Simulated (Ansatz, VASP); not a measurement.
# SiN in two plane-wave programs

One calculation is typed for both programs; each brings its own data sets and cutoff. How far apart do they land? The cell is invented: As first built, before any earlier steps moved the atoms (in the runner's words): it takes the HfTiN2 structure with some of its atoms replaced by other elements, volume scaled by an estimate. It may not be a known or stable phase. The cell is taken from a series of VASP runs on this material, whose earlier steps may have relaxed, scaled or displaced it; both programs get it as it stands.

Main program and level: Ansatz 0.2.0; plane waves, with VASP 6.6.1 beside it; band structure at r2SCAN.

## 1. Starting point

It takes space group R-3m (No. 166, trigonal). The conventional cell has a = 2.857 Å, b = 2.857 Å, c = 17.060 Å, α = 90.00°, β = 90.00°, γ = 120.00°. Nearest to Si lie 6 N at 1.92 Å. Nearest to Si lie 6 N at 2.48 Å. Nearest to N lie 3 Si at 1.92 Å. As first built, before any earlier steps moved the atoms (in the runner's words): sites of the HfTiN2 structure (space group 166) filled with other elements, volume scaled by an estimate. Farther neighbours and most contacts between anions are not listed.

## 2. Ansatz: band structure, r2SCAN

Ansatz runs on its default PAW (the set named soft_2) files.

With cell and atoms fixed, the geometry can't cause a difference; cores, projectors, grids and the points listed under the comparison can.

input.yaml

```yaml
crystal:
  lattice:
    - [1.4287217471, 0.8248730692, 5.6866222688]
    - [-1.4287217471, 0.8248730692, 5.6866222688]
    - [0.0, -1.6497461383, 5.6866222688]
  atoms:
    - { symbol: Si, position: [0.5, 0.5, 0.5] }
    - { symbol: Si, position: [0.0, 0.0, 0.0] }
    - { symbol: "N", position: [0.2246857559, 0.2246857559, 0.2246857559] }
    - { symbol: "N", position: [0.7753142441, 0.7753142441, 0.7753142441] }
hamiltonian:
  xc: r2scan
  pseudopotentials: { kind: paw }
kpoints:
  mp_grid: { grid: [9, 9, 9] }
  band_path:
    path:
      - [0.0, 0.0, 0.0]
      - [0.13333, 0.0, 0.0]
      - [0.3, 0.0, 0.0]
      - [0.46667, 0.0, 0.0]
      - [0.5, 0.03614, -0.03614]
      - [0.5, 0.09637, -0.09637]
      - [0.5, 0.1566, -0.1566]
      - [0.77673, 0.5, 0.22327]
      - [0.6703, 0.5, 0.3297]
      - [0.56386, 0.5, 0.43614]
      - [0.46667, 0.46667, 0.46667]
      - [0.3, 0.3, 0.3]
      - [0.13333, 0.13333, 0.13333]
      - [0.0, 0.0, 0.0]
      - [0.11345, 0.0, -0.11345]
      - [0.20421, 0.0, -0.20421]
      - [0.31766, 0.0, -0.31766]
      - [0.62772, 0.37228, 0.0]
      - [0.5745, 0.4255, 0.0]
      - [0.52129, 0.47871, 0.0]
      - [0.52129, 0.52129, 0.02409]
      - [0.5745, 0.5745, 0.08432]
      - [0.62772, 0.62772, 0.14456]
      - [0.64901, 0.64901, 0.20198]
      - [0.59579, 0.59579, 0.30842]
      - [0.54257, 0.54257, 0.41485]
      - [0.5, 0.0, 0.0]
      - [0.60644, 0.11345, 0.11345]
      - [0.71287, 0.2269, 0.2269]
      - [0.81931, 0.34035, 0.34035]
    npoints: 1
scf:
  occupations: { method: gaussian, width: 0.05 }
  n_extra_bands: 8
output:
  forces: true
  stress: true
  eigenvalues: true
```

Command:

```console
$ ansatz run input.yaml --threads 2 --pin off --max-ram 4608MiB --backend cpu --events-out ev --progress --plain --runs-dir out
```

Numbers of over 12 decimals in the logs are rounded to 6 here.

What it wrote:

```text
basis.fft_grid_basis auto: the FFT boxes are laid along the combinations [[1, 0, -1], [0, 1, -1], [0, 0, 1]] of the cell's own vectors, 2.857, 2.857 and 5.921 Å long. The dense box has 24×24×45 points. Along the cell's own vectors, as sized, it would have 45×45×45, 3.52 times as many. Of the 12 symmetry operations that the crystal satisfies within crystal.symmetry.tolerance (time reversal apart; of a slab, those that [...]
scf.n_extra_bands = 8 over 9 filled bands (N_el = 18.0): the run solves 17 bands
Engine: ansatz 0.2.0, aarch64-unknown-linux-gnu
Pseudopotentials: kind: paw
Pseudopotential: Si, paw, valence charge 4, recommended cutoff 500 eV (meta_gga), Si.paw.azcp
Pseudopotential: N, paw, valence charge 5, recommended cutoff 500 eV (meta_gga), N.paw.azcp
Functional definition: r2SCAN
  parameter k0 = 0.174
  parameter k1 = 0.065
  parameter a1 = 4.9479
  exchange = r2scan_x(k0 = k0, k1 = k1, a1 = a1)
  correlation = r2scan_c
Crystal: 4 atoms, lattice volume = 40.211 Å³
Basis set: ecut = 500 eV, 1011 PW (Γ), FFT grids on a1−a3, a2−a3, a3, exchange–correlation on 96×96×180 points (64 copies of the dense FFT grid, shifted against one another)
Bands: 17, of which v1, the nominal top of the filled ones, is band 9 counted from 1 (8 counted from 0)
Symmetry: 12 space group operations
Space group: R-3m (ITA 166), of the structure as read, at distance tolerance 3.4e-5 Å
k-points: 85 of 729
Non-local potential: Si, projectors of the file, l = 0: 2, l = 1: 2, l = 2: 2
Non-local potential: N, projectors of the file, l = 0: 2, l = 1: 2, l = 2: 1
PAW form: soft (Blöchl's): semilocal exchange-correlation on the pseudo side does not see the compensation charge
PAW frozen core: Si, regenerated for the run's functional (the file was generated under x = pbe(κ = 0.804, μ = 0.219515), c = pbe(β = 0.066725))
PAW frozen core: N, regenerated for the run's functional (the file was generated under x = pbe(κ = 0.804, μ = 0.219515), c = pbe(β = 0.066725))
PAW one-centre angular grid: Si, 302 points (default); XC on 160 Gauss nodes
PAW one-centre angular grid: N, 302 points (default); XC on 160 Gauss nodes
Initial density: superposition of atomic densities (neutral atoms: chi_scale 0, normalization atom), corrected by the library's trained network
Initial wavefunctions: pseudopotential atomic-orbital guess
Functional: x = r2scan, c = r2scan; τ floored in thin density (d = 2e-4 eV/Å³)
SCF iter   1: F=—  HF=-2046.713562 eV  |F-HF|=—  |Δ(HF+E_count)|=         —  Δρ=1.34e-2  dr2=1.23e-1  dr2_τ=2.35e-1  ethr=1.77e-3  ⟨swp⟩=5.3  Hψ=8417  notcnv=0  defer=28
preconditioner: auto → none  [metal: Δε(μ)=0.001 eV  Ē_g=15.309 eV  σ=0.050 eV  W_gap=0.01  n_scr=4 (ndim 8)  ℏωp=24.8 eV  f_vac=0.000  D(μ)=1.30/eV (n_scr^D=4)  sad-step TF]
SCF iter   2: F=—  HF=-2046.835936 eV  |F-HF|=—  |Δ(HF+E_count)|=   1.22e-1  Δρ=6.93e-3  dr2=2.66e-2  dr2_τ=9.06e-4  ethr=6.83e-4  ⟨swp⟩=2.8  Hψ=3283  notcnv=0  defer=259
SCF iter   3: F=—  HF=-2046.832351 eV  |F-HF|=—  |Δ(HF+E_count)|=   3.58e-3  Δρ=1.76e-3  dr2=2.99e-3  dr2_τ=5.46e-5  ethr=1.48e-4  ⟨swp⟩=2.6  Hψ=2034  notcnv=0  defer=259
SCF iter   4: F=—  HF=-2046.832326 eV  |F-HF|=—  |Δ(HF+E_count)|=   2.58e-5  Δρ=1.03e-3  dr2=2.31e-3  dr2_τ=3.75e-5  ethr=1.66e-5  ⟨swp⟩=2.0  Hψ=1926  notcnv=0  defer=259
SCF iter   5: F=—  HF=-2046.831890 eV  |F-HF|=—  |Δ(HF+E_count)|=   4.36e-4  Δρ=3.56e-4  dr2=2.39e-4  dr2_τ=1.89e-7  ethr=1.29e-5  ⟨swp⟩=1.0  Hψ=1207  notcnv=0  defer=259
SCF iter   6: F=—  HF=-2046.831854 eV  |F-HF|=—  |Δ(HF+E_count)|=   3.57e-5  Δρ=5.68e-5  dr2=5.79e-6  dr2_τ=2.78e-8  ethr=1.33e-6  ⟨swp⟩=2.4  Hψ=1582  notcnv=0  defer=259
SCF iter   7: F=—  HF=-2046.831856 eV  |F-HF|=—  |Δ(HF+E_count)|=   1.72e-6  Δρ=1.18e-5  dr2=4.82e-8  dr2_τ=1.01e-9  ethr=5.56e-10  ⟨swp⟩=8.4  Hψ=8750  notcnv=0
SCF iter   8: F=-2046.831856 eV  HF=-2046.831856 eV  |F-HF|=9.37e-10  |Δ(HF+E_count)|=   3.85e-8  Δρ=2.34e-6  dr2=2.36e-9  dr2_τ=1.53e-10  ethr=2.68e-10  ⟨swp⟩=2.0  Hψ=4312  notcnv=0
SCF 1 converged in 8 iterations: F = -2046.831856 eV  dr2 = 2.36e-9
  greatest PAW one-centre occupation: 0.808 electrons in one spin orbital (limit 2), on the N atom at site 3 (counted from 0), in its partial waves of l = 0
NSCF: frozen V_eff on 30 k-points
SCF converged after 8 iterations
Free energy (F): -2046.831856 eV
Harris-Foulkes:  -2046.831856 eV  (|F-HF|=9.37e-10)
Internal energy: -2046.830876 eV  (E = F + TS)
E sigma→0 (E₀):  -2046.831366 eV
Entropy (-TS):   -0.000980 eV (-0.245 meV/atom)
Fermi energy:    10.759367 eV
--- Per-component energies (eV) ---
  E_band       = 58.327600
  E_kinetic    = 346.968736
  E_local      = -462.202541  (includes V_loc(G=0)·N_el)
  E_nonlocal   = 136.745832
  E_hartree    = 168.194222
  E_xc         = -223.780307
  E_vxc        = -272.406593  (∫ρ·V_xc dr)
  E_paw        = -1294.497385  (= ΣΔE_a)
  E_vpaw       = -41.909662  (= ΣTr[D̂ρ^β])
  E_aug_tail   = 0.000043  (compensation charges beyond the density's cutoff)
  E_vtau       = 14.743035  (kinetic-family band-sum trace: ∫τ·v_τ [+ j·A + Jᵃ·Aᵃ] dr)
  E_ewald      = -718.047481
  E_core_change = -0.211995  (= ΣΔE_core)
  E_smearing   = -0.000980  (= −TS)
  E_closure    = -0.000000  (closes the sum)
  Σ components = -2046.831856   (vs F -2046.831856, Δ=0.00e0)
--- Forces (eV/Å), atoms counted from 1 ---
  atom   1  Si    -0.00000000    -0.00000000    -0.00000000
  atom   2  Si    -0.00000000     0.00000000     0.00000000
  atom   3  N     -0.00000000    -0.00000000    -0.32195782
  atom   4  N      0.00000000     0.00000000     0.32195782
  max |Σ_I F_I| component: 3.70e-17 eV/Å
--- Stress (GPa, compression-positive) ---
      -11.505425      -0.000000       0.000000
       -0.000000     -11.505425       0.000000
        0.000000       0.000000      -8.361674
  P = ⅓ Tr σ = -10.4575 GPa (-104.575 kbar)
--- Band table (eV; the first three rows and the last of 85) ---
  k-point 0: bands = [... 5 lower, 8.5436, 8.5436, 9.4294, 9.4294, 16.2061, 17.2486, 18.3365, 18.8392, ... 4 higher]
  k-point 1: bands = [... 5 lower, 8.1228, 8.5325, 9.2155, 9.4515, 16.0796, 17.0253, 17.9400, 18.4932, ... 4 higher]
  k-point 2: bands = [... 5 lower, 7.3769, 8.2120, 9.2539, 9.5507, 14.0747, 15.4063, 17.6812, 17.9821, ... 4 higher]
  k-point 84: bands = [... 5 lower, 8.1119, 8.5984, 9.4646, 11.6498, 15.0479, 17.0693, 18.0235, 18.5050, ... 4 higher]
```

Run time: 4.6 s. Hardware: 2 threads of Arm Neoverse V2, shared host; peak memory 0.45 GiB.

In the SCF lines HF is the Harris–Foulkes energy and dr2 the Hartree energy of the density residual, in eV; the loop may stop once dr2 is under the threshold and the program's other checks hold. Hψ counts applications of the Hamiltonian.

## 3. VASP: band structure, r2SCAN

The same cell, functional, mesh and smearing now go to VASP, with its own data sets and cutoff.

Lines of VASP's logs that name or quote its potential files are left out, and so is its time.

INCAR

```
SYSTEM = SiN
PREC = Accurate
ENCUT = 520
EDIFF = 1E-06
NELM = 100
ISMEAR = 0
SIGMA = 0.05
LREAL = .FALSE.
ALGO = Normal
METAGGA = R2SCAN
LASPH = .TRUE.
NBANDS = 23
LORBIT = 11
LWAVE = .FALSE.
LCHARG = .FALSE.
KPAR = 2
```

POSCAR

```
SiN
1.0
    1.4287217471      0.8248730692      5.6866222688
   -1.4287217471      0.8248730692      5.6866222688
    0.0000000000     -1.6497461383      5.6866222688
Si N
2 2
Direct
    0.5000000000      0.5000000000      0.5000000000
    0.0000000000      0.0000000000      0.0000000000
    0.2246857559      0.2246857559      0.2246857559
    0.7753142441      0.7753142441      0.7753142441
```

KPOINTS

```
Automatic mesh
0
Gamma
9 9 9
0 0 0
```

KPOINTS_OPT

```
Line mode
16
Line-mode
Reciprocal
  0.00000000   0.00000000   0.00000000 GAMMA
  0.50000000   0.00000000   0.00000000 L

  0.50000000   0.00000000   0.00000000 L
  0.50000000   0.18069397  -0.18069397 B1

  0.81930603   0.50000000   0.18069397 B
  0.50000000   0.50000000   0.50000000 Z

  0.50000000   0.50000000   0.50000000 Z
  0.00000000   0.00000000   0.00000000 GAMMA

  0.00000000   0.00000000   0.00000000 GAMMA
  0.34034698   0.00000000  -0.34034698 X

  0.65965302   0.34034698   0.00000000 Q
  0.50000000   0.50000000   0.00000000 F

  0.50000000   0.50000000   0.00000000 F
  0.65965302   0.65965302   0.18069397 P1

  0.65965302   0.65965302   0.18069397 P1
  0.50000000   0.50000000   0.50000000 Z

  0.50000000   0.00000000   0.00000000 L
  0.81930603   0.34034698   0.34034698 P
```

PAW data sets: Si and N (PBE family, release 64).

Command:

```console
$ mpirun -np 2 vasp_std
```

What it wrote:

```text
[banner, memory and clock lines left out]
running    2 mpi-ranks, on    1 nodes
 distrk:  each k-point on    1 cores,    2 groups
 distr:  one band on    1 cores,    1 groups

 POSCAR found type information on POSCAR SiN
 POSCAR found :  2 types and       4 ions
|                                                                             |
|               ----> ADVICE to this user running VASP <----                  |
|                                                                             |
|     You enforced a specific xc type in the INCAR file but a different       |
|     [... a line on the potential file left out ...]
|     I HOPE YOU KNOW WHAT YOU ARE DOING!                                     |
|                                                                             |

 LDA part: xc-table for (None), standard interpolation
 POSCAR, INCAR and KPOINTS ok, starting setup
 FFT: planning ... GRIDC
 FFT: planning ... GRID_SOFT
 FFT: planning ... GRID
 WAVECAR not read
 entering main loop
       N       E                     dE             d eps       ncg     rms          rms(c)
DAV:   1     0.292817091647E+02    0.29282E+02   -0.84721E+03  3918   0.723E+02
DAV:   2    -0.406776358729E+02   -0.69959E+02   -0.64872E+02  4913   0.168E+02
DAV:   3    -0.437578239325E+02   -0.30802E+01   -0.30551E+01  4921   0.314E+01
DAV:   4    -0.437694738026E+02   -0.11650E-01   -0.11649E-01  4358   0.221E+00
DAV:   5    -0.437695249912E+02   -0.51189E-04   -0.51188E-04  4924   0.143E-01    0.124E+01
DAV:   6    -0.348161235617E+02    0.89534E+01   -0.55138E+00  4793   0.158E+01    0.572E+00
DAV:   7    -0.349553253036E+02   -0.13920E+00   -0.80269E-01  4323   0.533E+00    0.358E+00
DAV:   8    -0.349898366279E+02   -0.34511E-01   -0.40247E-02  4548   0.136E+00    0.548E-01
DAV:   9    -0.349923962412E+02   -0.25596E-02   -0.45075E-03  4723   0.422E-01    0.160E-01
DAV:  10    -0.349928773483E+02   -0.48111E-03   -0.86777E-04  4849   0.167E-01    0.619E-02
DAV:  11    -0.349929547712E+02   -0.77423E-04   -0.94601E-05  4451   0.614E-02    0.219E-02
DAV:  12    -0.349929562908E+02   -0.15197E-05   -0.71718E-06  5088   0.208E-02    0.696E-03
DAV:  13    -0.349929555945E+02    0.69632E-06   -0.12628E-06  3678   0.669E-03
   1 F= -.34992956E+02 E0= -.34992469E+02  d E =-.974095E-03
 Start KPOINTS_OPT (optional k-point list driver)
k-point batch [1-85\144]
       N       E                     dE             ncg
DAV:   1     0.905341023622E+04   -0.30443E+05     3918
DAV:   2     0.320862632754E+04   -0.58448E+04     5006
DAV:   3     0.295272729286E+04   -0.25590E+03     4898
DAV:   4     0.295169387039E+04   -0.10334E+01     4385
DAV:   5     0.295168845452E+04   -0.54159E-02     5183
DAV:   6     0.295168840858E+04   -0.45945E-04     4362
DAV:   7     0.295168840813E+04   -0.44365E-06     4574
k-point batch [86-144\144]
       N       E                     dE             ncg
DAV:   1     0.173140368681E+05   -0.35163E+05     2722
DAV:   2     0.135591718022E+05   -0.37549E+04     3495
DAV:   3     0.134099278791E+05   -0.14924E+03     3386
DAV:   4     0.134093596648E+05   -0.56821E+00     3179
DAV:   5     0.134093567547E+05   -0.29101E-02     3517
DAV:   6     0.134093567306E+05   -0.24141E-04     3138
DAV:   7     0.134093567304E+05   -0.21007E-06     3023
```

Parts of OUTCAR (step 3):

```text
ion  position               nearest neighbor table
   1  0.500  0.500  0.500-   3 1.92   3 1.92   4 1.92   4 1.92   3 1.92   4 1.92
   2  0.000  0.000  0.000-
   3  0.225  0.225  0.225-   1 1.92   1 1.92   1 1.92
   4  0.775  0.775  0.775-   1 1.92   1 1.92   1 1.92

  LATTYP: Found a trigonal (rhomboedric) cell.
 ALAT       =     5.9210923181
 COS(alpha) =     0.8835547491

 Subroutine GETGRP returns: Found 12 space group operations
 (whereof 12 operations were pure point group operations)

The static configuration has the point symmetry D_3d.

 Found     85 irreducible k-points:

   k-points           NKPTS =     85   k-points in BZ     NKDIM =     85   number of bands    NBANDS=     23

   dimension x,y,z NGX =    48 NGY =   48 NGZ =   48
   dimension x,y,z NGXF=    96 NGYF=   96 NGZF=   96

   ENCUT  =  520.0 eV  38.22 Ry    6.18 a.u.  11.01 11.01 11.01*2*pi/ulx,y,z

   NELECT =      18.0000    total number of electrons

 k-points in reciprocal lattice and weights: Automatic mesh
   0.00000000  0.00000000  0.00000000       0.001
   0.11111111  0.00000000  0.00000000       0.008
   0.22222222  0.00000000  0.00000000       0.008
   0.33333333  0.00000000  0.00000000       0.008
   0.44444444  0.00000000  0.00000000       0.008
   0.11111111  0.11111111  0.00000000       0.008
   0.22222222  0.11111111 -0.00000000       0.016
   0.33333333  0.11111111  0.00000000       0.016
   0.44444444  0.11111111  0.00000000       0.016
[...]
0.44444444  0.44444444  0.44444444       0.003
  -0.44444444  0.44444444  0.44444444       0.008

 average (electrostatic) potential at core
       1 -83.5574       2 -84.4033       3 -61.9331       4 -61.9331

 E-fermi :   9.2804

 k-point     1 :       0.0000    0.0000    0.0000
  band No.  band energies     occupation
    ...
      5       6.5977      2.00000
      6       7.0627      2.00000
      7       7.0627      2.00000
      8       7.9482      2.00000
      9       7.9482      2.00000
     10      14.7309      0.00000
     11      15.7869      0.00000
     12      16.8484      0.00000
     13      17.3410      0.00000
     14      17.3410      0.00000
    ...

 k-point     2 :       0.1111    0.0000    0.0000
  band No.  band energies     occupation
    ...
      5       6.0201      2.00000
      6       6.6398      2.00000
      7       7.0520      2.00000
      8       7.7348      2.00000
      9       7.9713      2.00000
     10      14.6024      0.00000
     11      15.5368      0.00000
     12      16.4739      0.00000
     13      17.0006      0.00000
     14      17.2452      0.00000
    ...

 k-point     3 :       0.2222    0.0000    0.0000
  band No.  band energies     occupation
    ...
      5       4.5999      2.00000
      6       5.8919      2.00000
      7       6.7299      2.00000
      8       7.7740      2.00000
      9       8.0711      2.00000
     10      12.5903      0.00000
     11      13.9211      0.00000
     12      16.1929      0.00000
     13      16.5084      0.00000
     14      17.6575      0.00000
    ...

  Total       -2.8308234     -2.8308247     -2.0821593      0.0000000     -0.0000000     -0.0000000
  in kB     -112.7932075   -112.7932578    -82.9629398      0.0000000     -0.0000000     -0.0000000
  external PRESSURE =    -102.8498017 kB  Pullay stress =       0.0000000 kB

  energy-cutoff  :      520.00
  volume of cell :       40.21
      direct lattice vectors                 reciprocal lattice vectors
     1.428721747  0.824873069  5.686622269     0.349963176  0.202051289  0.058617105
    -1.428721747  0.824873069  5.686622269    -0.349963176  0.202051289  0.058617105
     0.000000000 -1.649746138  5.686622269     0.000000000 -0.404102577  0.058617105

 POSITION                                       TOTAL-FORCE (eV/Angst)
 -----------------------------------------------------------------------------------
      0.00000      0.00000      8.52993         0.000000      0.000000      0.000000
      0.00000      0.00000      0.00000        -0.000000      0.000000      0.000000
      0.00000      0.00000      3.83311        -0.000000     -0.000000     -0.301168
      0.00000      0.00000     13.22676        -0.000000      0.000000      0.301168
 -----------------------------------------------------------------------------------
    total drift:                                0.000000      0.000000      0.000000

  FREE ENERGIE OF THE ION-ELECTRON SYSTEM (eV)
  ---------------------------------------------------
  free  energy   TOTEN  =       -34.9929555945 eV

  energy  without entropy=      -34.9919814999  energy(sigma->0) =      -34.99246855

 total charge
# of ion       s       p       d       tot
------------------------------------------
    1        0.613   0.844   0.000   1.458
    2        0.971   0.473   0.000   1.444
    3        1.269   2.506   0.000   3.775
    4        1.269   2.506   0.000   3.775
--------------------------------------------------
tot          4.123   6.329   0.000  10.452

[... 3 further parts left out ...]
```

At this level the cell is under a tension of 10.3 GPa, so at these settings it is away from equilibrium.

## 4. Comparison

Known differences besides the potentials themselves: VASP keeps PBE cores, Ansatz makes them for the functional; the cutoff is 500 eV in Ansatz and 520 eV in VASP. Total energies have different zeros and are not compared.

Both answers:

| quantity | Ansatz | VASP | difference |
| --- | --- | --- | --- |
| pressure (GPa) | -10.46 | -10.28 | -0.17 |

Forces (eV/Å; atoms numbered as in POSCAR):

```
atom        Ansatz x, y, z          VASP x, y, z
 Si1   0.000, 0.000, 0.000   0.000, 0.000, 0.000
 Si2   0.000, 0.000, 0.000   0.000, 0.000, 0.000
  N3  0.000, 0.000, -0.322  0.000, 0.000, -0.301
  N4   0.000, 0.000, 0.322   0.000, 0.000, 0.301
```

The forces differ by 8.5 meV/Å r.m.s., which is 6.9 % of the r.m.s. force of 0.12 eV/Å (both taken over all components). Levels from 3 eV below to 2 eV above the Fermi level differ by 3 meV r.m.s. and 9 meV at most; each VASP level is matched to the nearest of Ansatz, which flatters the figure a little. Ansatz's pressure holds a Pulay correction of 0.03 GPa; VASP's holds none.

## 5. What came out

```json
{
  "r.m.s. difference of levels near the Fermi level (band structure, r2SCAN)": "3.2 meV",
  "r.m.s. force difference (band structure, r2SCAN)": "8.5 meV/Å"
}
```

What this shows: The r.m.s. force difference is 8.5 meV/Å (band structure, r2SCAN), within the 12 meV/Å picked in this series as the mark of a large difference. How closely two codes agree says nothing of how well the functional describes the real material.

[Lines on the potential files, build, host, timing and source positions are cut from VASP's logs without a mark.]

[Logs are printed without paths, hosts, clocks, repeated set-up lines and the standing remarks that a program may print on its own settings, such as how far it seeks lower states.]

[Hosts, paths, dates, database ids (printed as entryN), source tags and the programs' standing remarks are cut or masked in the printed files.]
